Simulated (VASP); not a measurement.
Method: LDA (Ceperley-Alder, Perdew-Zunger), VASP's LDA PAW potentials (set 64) (plane waves; VASP).

The input files of a VASP run:

### POSCAR
```
Y(CoGe)2
1
   -1.9718710000     1.9718710000     5.0420890000
    1.9718710000    -1.9718710000     5.0420890000
    1.9718710000     1.9718710000    -5.0420890000
Y Co Ge
1 2 2
Direct
  0.0000000000   0.0000000000   0.0000000000
  0.7500000000   0.2500000000   0.5000000000
  0.2500000000   0.7500000000   0.5000000000
  0.6288800000   0.6288800000   0.0000000000
  0.3711200000   0.3711200000   0.0000000000
```

**INCAR**
```
# general
SYSTEM   =  Y(CoGe)2
PREC     =  Accurate
ENCUT    =  300
LREAL    =  .False.
LASPH    =  .True.

# electronic loop
EDIFF    =  1E-6
NELM     =  100
ALGO     =  Normal
LMAXMIX  =  4

# smearing
ISMEAR   =  0
SIGMA    =  0.2

# ions
ISIF     =  2

# output
LWAVE    =  .False.
LCHARG   =  .False.
```

KPOINTS:
```
Automatic mesh
0
Gamma
7 7 7
0 0 0
```

POTCAR, in this order: Y_sv Co Ge_d (LDA.64 set). Program: vasp_std.

Output

**OSZICAR**
```
       N       E                     dE             d eps       ncg     rms          rms(c)
DAV:   1     0.407554408851E+03    0.40755E+03   -0.19316E+04  3082   0.273E+03
DAV:   2     0.243416516911E+02   -0.38321E+03   -0.37503E+03  2720   0.604E+02
DAV:   3    -0.371486472667E+02   -0.61490E+02   -0.60279E+02  2852   0.179E+02
DAV:   4    -0.404989831058E+02   -0.33503E+01   -0.33271E+01  4082   0.443E+01
DAV:   5    -0.406041432981E+02   -0.10516E+00   -0.10507E+00  4040   0.662E+00    0.336E+01
DAV:   6    -0.464067101020E+02   -0.58026E+01   -0.72355E+01  3890   0.752E+01    0.273E+01
DAV:   7    -0.376871925810E+02    0.87195E+01   -0.55292E+01  3328   0.699E+01    0.178E+01
DAV:   8    -0.374212918584E+02    0.26590E+00   -0.48905E+00  3952   0.127E+01    0.107E+01
DAV:   9    -0.372342394373E+02    0.18705E+00   -0.67293E-01  3990   0.658E+00    0.519E+00
DAV:  10    -0.372179211279E+02    0.16318E-01   -0.99947E-02  3698   0.270E+00    0.774E-01
DAV:  11    -0.372157879879E+02    0.21331E-02   -0.19390E-02  3612   0.115E+00    0.364E-01
DAV:  12    -0.372158437599E+02   -0.55772E-04   -0.15226E-03  3366   0.237E-01    0.320E-01
DAV:  13    -0.372159618587E+02   -0.11810E-03   -0.15744E-03  4342   0.340E-01    0.360E-01
DAV:  14    -0.372156559381E+02    0.30592E-03   -0.18408E-03  4240   0.339E-01    0.279E-01
DAV:  15    -0.372156200206E+02    0.35917E-04   -0.13081E-04  3334   0.772E-02    0.254E-01
DAV:  16    -0.372155317892E+02    0.88231E-04   -0.17206E-04  3932   0.823E-02    0.600E-02
DAV:  17    -0.372155155541E+02    0.16235E-04   -0.10142E-04  4702   0.695E-02    0.433E-02
DAV:  18    -0.372155160512E+02   -0.49717E-06   -0.44734E-06  2950   0.144E-02
   1 F= -.37215516E+02 E0= -.37177213E+02  d E =-.766069E-01
```

File OUTCAR:
```
------------------------ aborting loop because EDIFF is reached ----------------------------------------
  FORCE on cell =-STRESS in cart. coord.  units (eV):
  Direction    XX          YY          ZZ          XY          YZ          ZX
  --------------------------------------------------------------------------------------
  Total       -4.0308871     -4.0308871     -3.9866622      0.0000000     -0.0000000      0.0000000
  in kB      -82.3538150    -82.3538150    -81.4502698      0.0000000     -0.0000000      0.0000000
  external PRESSURE =     -82.0526333 kB  Pullay stress =       0.0000000 kB
  volume of cell :       78.42
      direct lattice vectors                 reciprocal lattice vectors
    -1.971871000  1.971871000  5.042089000     0.000000000  0.253566283  0.099165247
     1.971871000 -1.971871000  5.042089000     0.253566283  0.000000000  0.099165247
     1.971871000  1.971871000 -5.042089000     0.253566283  0.253566283  0.000000000
 POSITION                                       TOTAL-FORCE (eV/Angst)
 -----------------------------------------------------------------------------------
      0.00000      0.00000      0.00000         0.000000      0.000000     -0.000000
      0.00000      1.97187      2.52104         0.000000      0.000000      0.000000
      1.97187      0.00000      2.52104         0.000000      0.000000     -0.000000
      0.00000      0.00000      6.34174        -0.000000     -0.000000      0.209039
      0.00000      0.00000      3.74244        -0.000000     -0.000000     -0.209039
 -----------------------------------------------------------------------------------
    total drift:                                0.000000      0.000000     -0.000000
  FREE ENERGIE OF THE ION-ELECTRON SYSTEM (eV)
  ---------------------------------------------------
  free  energy   TOTEN  =       -37.2155160512 eV

  energy  without entropy=      -37.1389091574  energy(sigma->0) =      -37.17721260
```
(Selected blocks of OUTCAR.)

At this cut-off the stress carries a Pulay error, which pulls relaxed volumes low.

The structure comes from a computed database's Co2YGe2 entry; how it stands against other phases isn't given here. The cell was not relaxed at this level. The k-mesh is coarse (spacing up to 0.32 per Å, 2π included), so the numbers may not be converged in it. The run is not spin-polarised, so no magnetic state was tried. The electron count is odd and the run is not spin-polarised, which forces a metal.
